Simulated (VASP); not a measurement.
Given:

```
CELL_PARAMETERS angstrom
     -1.63710     1.63710     4.00350
      1.63710    -1.63710     4.00350
      1.63710     1.63710    -4.00350
ATOMIC_POSITIONS crystal
  Si 0.66500 0.66500 0.00000
  Si 0.33500 0.33500 0.00000
  Mo 0.00000 0.00000 0.00000
```

Level of theory: PBE GGA + U (Dudarev), VASP's PBE PAW potentials (set 64) (plane waves; VASP 6.6.1). Settings: 400 eV cut-off, 12×12×12 Γ-centred mesh, first-order Methfessel-Paxton smearing of 0.10 eV, potentials Si Mo_sv, U − J: Mo 6.00 eV.

Question: Give the force on each atom (eV/Å).

Answer: 
```tsv
atom	Fx	Fy	Fz
Si1	0.000	0.000	-0.342
Si2	0.000	0.000	0.342
Mo3	0.000	0.000	0.000
```

Question: Give the stress tensor in GPa (positive for a compressed cell).

Answer: 
```
-5.75   0.00   0.00
 0.00  -5.75   0.00
 0.00   0.00  -6.93
```
The pressure is its mean diagonal, -6.14 GPa.

The compound is MoSi2 in the MoSi2 type structure. The cell was not relaxed at this level. The run is one of a series of settings (LDAU = .TRUE., LDAUJ = 0 0, LDAUL = -1 2, LDAUTYPE = 2, LDAUU = 0 6.0 against the base run), some of them coarse on purpose.
